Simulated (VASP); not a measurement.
Data:

```
ZnS
1.0
    3.80839     0.00000     0.00000
   -1.90420     3.29816     0.00000
    0.00000     0.00000    24.89096
Zn S
8 8
Cartesian
  0.00000   2.19878  18.66598
  1.90420   1.09939   6.22050
  0.00000   2.19878   3.10614
  1.90420   1.09939  15.55162
  0.00000   0.00000   0.00100
  0.00000   0.00000  12.44648
  1.90420   1.09939  21.78756
  0.00000   2.19878   9.34208
  0.00000   0.00000  14.77801
  0.00000   0.00000   2.33253
  1.90420   1.09939  24.11909
  0.00000   2.19878  11.67361
  0.00000   2.19878   5.43867
  1.90420   1.09939  17.88415
  1.90420   1.09939   8.56075
  0.00000   2.19878  21.00623
```

Level of theory: PBE GGA, VASP's PBE PAW potentials (set 64) (plane waves; VASP). Numerical set-up: LREAL = Auto, 300 eV cut-off, 5×5×1 Γ-centred mesh shifted by (0.5, 0.5, 0.5), Gaussian smearing of 0.010 eV, potentials Zn S.

At this cut-off the stress carries a Pulay error, which pulls relaxed volumes low.

Question: Give the stress tensor in GPa (positive for a compressed cell).

Answer: 
```
2.20  0.00  0.00
0.00  2.20  0.00
0.00  0.00  2.28
```
The pressure is its mean diagonal, 2.23 GPa.

The structure comes from a computed database's ZnS entry; how it stands against other phases isn't given here. The cell was not relaxed at this level.
